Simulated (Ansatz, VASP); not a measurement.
# Cross-check of LuSe between VASP and Ansatz, part 2 of 2

Aim: how closely do two programs agree when they are given the same cell, functional and k mesh? The cell is taken from a series of runs on this material, whose earlier steps may have relaxed, scaled, displaced or heated it; both programs get it as it stands.

VASP 6.6.1 and Ansatz 0.2.0.

So far: Starting point; VASP: relaxation of cell and atoms, PBEsol.

## Step 3: Ansatz: relaxation of cell and atoms, PBEsol

Level of this step: Ansatz beside VASP: Kohn-Sham DFT, plane waves, PBEsol (Ansatz).

Ansatz runs on its PAW soft_1 files.

The same cell, functional, mesh and smearing now go to Ansatz, which takes its cutoff from its data sets.

File input.yaml:

```yaml
crystal:
  lattice:
    - [0.0, 2.7759878272, 2.7759878272]
    - [2.7759878272, 0.0, 2.7759878272]
    - [2.7759878272, 2.7759878272, 0.0]
  atoms:
    - { symbol: Lu, position: [0.0, 0.0, 0.0] }
    - { symbol: Se, position: [0.5, 0.5, 0.5] }
kpoints:
  mp_grid: { grid: [16, 16, 16] }
hamiltonian:
  xc: pbesol
  pseudopotentials: { kind: paw, azcp: { folder: soft_1 }, xc_functional: pbe }
scf:
  occupations: { method: methfessel_paxton, width: 0.2 }
output:
  forces: true
  stress: true
  eigenvalues: true
relax:
  adjacent_minimum: "off"
  f_tol: 0.001
  max_steps: 60
  cell: { stress_tol: 0.01 }
```

On the command line:

```sh
$ ansatz run input.yaml --threads 4 --pin off --max-ram 10240MiB --backend cpu --events-out ev --progress --plain --runs-dir out
```

Numbers of over 12 decimals in the logs are rounded to 6 here.

Output:

```text
Engine: ansatz 0.2.0, x86_64-unknown-linux-gnu
Pseudopotentials: kind: paw
Pseudopotential: Lu, paw, valence charge 25, recommended cutoff 420 eV (normal), soft_1/Lu.paw.azcp
Pseudopotential: Se, paw, valence charge 16, recommended cutoff 420 eV (normal), soft_1/Se.paw.azcp
Functional definition: PBEsol
  exchange = pbesol_x
  correlation = pbesol_c
Crystal: 2 atoms, lattice volume = 42.784 Å³
Basis set: ecut = 420 eV, 869 PW (Γ), exchange–correlation on 54×54×54 points (8 copies of the dense FFT grid, shifted against one another)
Bands: 25, of which v1, the nominal top of the filled ones, is band 21 counted from 1 (20 counted from 0)
Symmetry: 48 space group operations
Space group: Fm-3m (ITA 225), of the structure as read, at distance tolerance 3.5e-5 Å
k-points: 145 of 4096
Non-local potential: Lu, projectors of the file, l = 0: 3, l = 1: 2, l = 2: 2, l = 3: 3
Non-local potential: Se, projectors of the file, l = 0: 2, l = 1: 2, l = 2: 3, l = 3: 1
PAW form: soft (Blöchl's): semilocal exchange-correlation on the pseudo side does not see the compensation charge
PAW frozen core: Lu, regenerated for the run's functional, and the local potential with it (the file was generated under x = pbe(κ = 0.804, μ = 0.219515), c = pbe(β = 0.066725))
PAW frozen core: Se, regenerated for the run's functional, and the local potential with it (the file was generated under x = pbe(κ = 0.804, μ = 0.219515), c = pbe(β = 0.066725))
PAW one-centre angular grid: Lu, 590 points (default); XC on 64 Gauss nodes
PAW one-centre angular grid: Se, 590 points (default); XC on 64 Gauss nodes
Initial density: superposition of atomic densities (chi_scale 0.1, normalization cell, long waves kept (reshape's long-wave potential 0.00 eV rms))
Initial wavefunctions: pseudopotential atomic-orbital guess
Functional: x = pbesol(κ = 0.804, μ = 0.123457), c = pbesol(β = 0.046)
SCF iter   1: F=—  HF=-20041.825613 eV  |F-HF|=—  |Δ(HF+E_count)|=         —  Δρ=9.71e-2  dr2=6.16e0  ethr=3.10e-3  ⟨swp⟩=5.5  Hψ=37607  notcnv=0
automatic band count: the SCF goes on with 29 bands, as 25 were too few: the levels above may hold too much charge
preconditioner: auto → Kerker (q_TF=auto, 2.709 Å⁻¹)  [metal: Δε(μ)=0.012 eV  Ē_g=17.650 eV  σ=0.200 eV  W_gap=0.05  n_scr=14 (ndim 8)  ℏωp=30.6 eV  f_vac=0.000  D(μ)=1.07/eV (n_scr^D=8)]
SCF iter   2: F=—  HF=-20040.312573 eV  |F-HF|=—  |Δ(HF+E_count)|=    1.51e0  S|Δr|=    0.00e0  Δρ=4.53e-2  dr2=1.41e0  ethr=3.10e-3  ⟨swp⟩=4.3  Hψ=11416  notcnv=0  defer=432
SCF iter   3: F=—  HF=-20039.888293 eV  |F-HF|=—  |Δ(HF+E_count)|=   4.24e-1  S|Δr|=    0.00e0  Δρ=3.05e-2  dr2=4.89e-1  ethr=3.10e-3  ⟨swp⟩=3.9  Hψ=9896  notcnv=0  defer=439
SCF iter   4: F=—  HF=-20039.526784 eV  |F-HF|=—  |Δ(HF+E_count)|=   3.62e-1  S|Δr|=    0.00e0  Δρ=9.28e-3  dr2=2.23e-2  ethr=1.19e-3  ⟨swp⟩=3.4  Hψ=11542  notcnv=0  defer=443
SCF iter   5: F=—  HF=-20039.558519 eV  |F-HF|=—  |Δ(HF+E_count)|=   3.17e-2  S|Δr|=    0.00e0  Δρ=3.70e-3  dr2=2.90e-3  ethr=5.44e-5  ⟨swp⟩=3.0  Hψ=11186  notcnv=0  defer=445
SCF iter   6: F=—  HF=-20039.554905 eV  |F-HF|=—  |Δ(HF+E_count)|=   3.61e-3  S|Δr|=    0.00e0  Δρ=7.42e-4  dr2=1.76e-4  ethr=7.08e-6  ⟨swp⟩=3.0  Hψ=9507  notcnv=0  defer=445
SCF iter   7: F=—  HF=-20039.555305 eV  |F-HF|=—  |Δ(HF+E_count)|=   3.99e-4  S|Δr|=    0.00e0  Δρ=2.92e-4  dr2=3.49e-5  ethr=4.30e-7  ⟨swp⟩=3.3  Hψ=9646  notcnv=0  defer=445
SCF iter   8: F=—  HF=-20039.555323 eV  |F-HF|=—  |Δ(HF+E_count)|=   1.83e-5  S|Δr|=    0.00e0  Δρ=9.60e-5  dr2=5.73e-6  ethr=8.51e-8  ⟨swp⟩=2.3  Hψ=6857  notcnv=0  defer=445
SCF iter   9: F=—  HF=-20039.555322 eV  |F-HF|=—  |Δ(HF+E_count)|=   1.44e-6  S|Δr|=    0.00e0  Δρ=2.17e-5  dr2=2.51e-7  ethr=1.40e-8  ⟨swp⟩=2.6  Hψ=7686  notcnv=0  defer=445
SCF iter  10: F=-20039.555321 eV  HF=-20039.555321 eV  |F-HF|=4.03e-9  |Δ(HF+E_count)|=   1.48e-7  S|Δr|=    0.00e0  Δρ=3.76e-6  dr2=5.28e-9  ethr=2.44e-10  ⟨swp⟩=15.5  Hψ=33565  notcnv=0
SCF 1 converged in 10 iterations: F = -20039.555321 eV  dr2 = 5.28e-9
  greatest PAW one-centre occupation: 1.000 electrons in one spin orbital (limit 2), on the Se atom at site 1 (counted from 0), in its partial waves of l = 2
relax step   1: F+E_penalty+E_count = -20039.55532142 eV  Δ(F+E_penalty+E_count) = +0.000e0 eV  max|allowed force component| = 6.837e-30 eV/Å  Δτ_max = 0.0000 Å  P = -0.056 GPa  Ω = 42.784 Å³  (10 SCF iters, dr2 threshold 1.00e-7 eV, accepted)
[...]
relax step   2: F+E_penalty+E_count = -20039.55533637 eV  Δ(F+E_penalty+E_count) = -1.495e-5 eV  max|allowed force component| = 8.677e-30 eV/Å  Δτ_max = 0.0000 Å  P = +0.065 GPa  Ω = 42.729 Å³  energy of the carried Pulay correction = +1.652e-5 eV  (6 SCF iters, dr2 threshold 7.79e-9 eV, rejected (line search))
[...]
relax step   3: F+E_penalty+E_count = -20039.55533352 eV  Δ(F+E_penalty+E_count) = -1.210e-5 eV  max|allowed force component| = 1.841e-30 eV/Å  Δτ_max = 0.0000 Å  P = -0.000 GPa  Ω = 42.759 Å³  energy of the carried Pulay correction = +7.627e-6 eV  (9 SCF iters, accepted)
[...]
relax step   4: F+E_penalty+E_count = -20039.55532825 eV  Δ(F+E_penalty+E_count) = +5.262e-6 eV  max|allowed force component| = 4.365e-29 eV/Å  Δτ_max = 0.0000 Å  P = -0.000 GPa  Ω = 42.759 Å³  stress off target by 1.15e-4 GPa  SCF on the basis re-selected at this cell (its energy is not comparable with the rows above)  (4 SCF iters)
basis re-selected at this cell: Δ(F+E_penalty+E_count) = +5.262e-6 eV, ΔP = -0.000 GPa vs the last step (what re-selecting the basis moved, of the pressure what is left beyond the Pulay correction that the steps carried, after the strain that the cell walked since its last selection, with what the two solves' SCF thresholds leave and, on support functions, any second-order correction that the steps lacked; it is no m [...]
SCF converged after 4 iterations
Stability not checked: this state was not tested for a lower state beside it, because cold or Methfessel-Paxton smearing, or corrected tetrahedra, fill the levels in a way that the test cannot read (fill_not_monotonic; see scf.lower_state_search)
Free energy (F): -20039.555328 eV
Harris-Foulkes:  -20039.555328 eV  (|F-HF|=3.64e-12)
Internal energy: -20039.554423 eV  (E = F + TS)
E sigma→0 (E₀):  -20039.555102 eV
Entropy (-TS):   -0.000905 eV (-0.452 meV/atom)
Fermi energy:    16.060582 eV
--- Per-component energies (eV) ---
  E_band       = -266.073995
  E_kinetic    = 535.728632
  E_local      = -8843.707198  (includes V_loc(G=0)·N_el)
  E_nonlocal   = 331.550162
  E_hartree    = 3985.483988
  E_xc         = -294.066913
  E_vxc        = -346.704252  (∫ρ·V_xc dr)
  E_paw        = -9386.806772  (= ΣΔE_a)
  E_vpaw       = 86.091058  (= ΣTr[D̂ρ^β])
  E_aug_tail   = -0.000392  (compensation charges beyond the density's cutoff)
  E_ewald      = -6369.936267
  E_core_change = 2.200336  (= ΣΔE_core)
  E_smearing   = -0.000905  (= −TS)
  E_closure    = 0.000000  (closes the sum)
  Σ components = -20039.555328   (vs F -20039.555328, Δ=0.00e0)
--- Forces (eV/Å), atoms counted from 1 ---
  atom   1  Lu     0.00000000    -0.00000000    -0.00000000
  atom   2  Se    -0.00000000    -0.00000000     0.00000000
  max |Σ_I F_I| component: 7.26e-29 eV/Å
--- Stress (GPa, compression-positive) ---
       -0.000115      -0.000000      -0.000000
       -0.000000      -0.000115      -0.000000
       -0.000000      -0.000000      -0.000115
  P = ⅓ Tr σ = -0.0001 GPa (-0.001 kbar)
--- Band table (eV; the first three rows and the last of 145) ---
  k-point 0: bands = [... 17 lower, 13.1454, 13.1454, 13.1454, 15.8050, 15.8050, 15.8050, 16.3918, 16.7389, ... 4 higher]
  k-point 1: bands = [... 17 lower, 12.7718, 12.9849, 12.9849, 15.8707, 15.8985, 15.8985, 16.7445, 16.9543, ... 4 higher]
  k-point 2: bands = [... 17 lower, 11.9940, 12.6070, 12.6070, 15.9294, 16.1347, 16.1347, 17.5364, 17.5364, ... 4 higher]
  k-point 144: bands = [... 17 lower, 10.4960, 10.4960, 10.5495, 17.0586, 17.0586, 17.7846, 19.6572, 19.9062, ... 4 higher]
--- Relaxed structure (3 steps of the walk, 2 accepted, 1 SCFs on fresh bases) ---
  F+E_penalty+E_count = -20039.55532825 eV   max|allowed force component| = 4.365e-29 eV/Å   (the final SCF, on the basis selected at the relaxed cell)
  cell:  # Å, volume = 42.7586 Å³
    - [0, 2.775435, 2.775435]
    - [2.775435, 0, 2.775435]
    - [2.775435, 2.775435, 0]
  atoms:
    - { symbol: Lu, position: [0, 0, 0] }
    - { symbol: Se, position: [0.5, 0.5, 0.5] }
```

## Step 4: Comparison

Known differences besides the potentials themselves: the data sets hold 41 valence electrons in Ansatz (on its PAW soft_1 files) and 15 in VASP; the cutoff is 420 eV in Ansatz and 500 eV in VASP; Ansatz makes its cores anew for this functional, VASP keeps those of its PBE data sets; Ansatz adds a Pulay correction to the stress that steers its cell, VASP none. Total energies have different zeros and are not compared.

Compared:

| quantity | Ansatz | VASP | difference |
| --- | --- | --- | --- |
| volume (Å³) | 42.76 | 42.72 | +0.10 % |
| edge a after relaxation, in the typed setting (Å) | 3.925 | 3.924 | +0.03 % |

## Step 5: Results

```yaml
difference_in_volume_relaxation_of_cell_and_atoms_pbesol: 0.097 %
```

What this shows: The difference in volume is 0.097 % (relaxation of cell and atoms, PBEsol), within the 1.2 % picked in this series as the mark of a large difference, as far as the stopping tolerances let one tell. The data sets hold unlike numbers of valence electrons (41 in Ansatz and 15 in VASP), so part of the differences comes from the potentials. 1 further run of this series is not shown here. Such differences can come from data sets, numerical settings and the points named under the comparisons, not from the functional's error against experiment.

[Lines on the potential files, build, host, timing and source positions are cut from VASP's logs without a mark.]

[Logs are printed without paths, hosts, clocks, repeated set-up lines and the standing remarks that a program may print on its own settings, such as how far it seeks lower states.]

[Hosts, paths, dates, database ids (printed as entryN), source tags and the programs' standing remarks are cut or masked in the printed files.]
